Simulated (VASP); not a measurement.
Consider the following.

```
Li2Se
1.0
    0.00000     3.03779     3.03779
    3.03779     0.00000     3.03779
    3.03779     3.03779     0.00000
Li Se
2 1
Cartesian
  1.51889   1.51889   1.51889
  4.55668   4.55668   4.55668
  0.00000   0.00000   0.00000
```

These are revPBE GGA, VASP's PBE PAW potentials (set 64) (plane waves; VASP) values and carry that method's errors. Numerical set-up: 520 eV cut-off, Gaussian smearing of 0.050 eV, potentials Li_sv Se.

**Question.** Estimate the band gap (along the path) with the smallest direct gap where there is one.

**Answer.** 
| Quantity | Value |
|---|---|
| band gap (along the path) | 3.11 eV |
| smallest direct gap (along the path) | 3.37 eV |

Total energies compare only between runs with the same potentials, cut-off and functional.

The compound is Li2Se in the antifluorite structure. It was relaxed first.
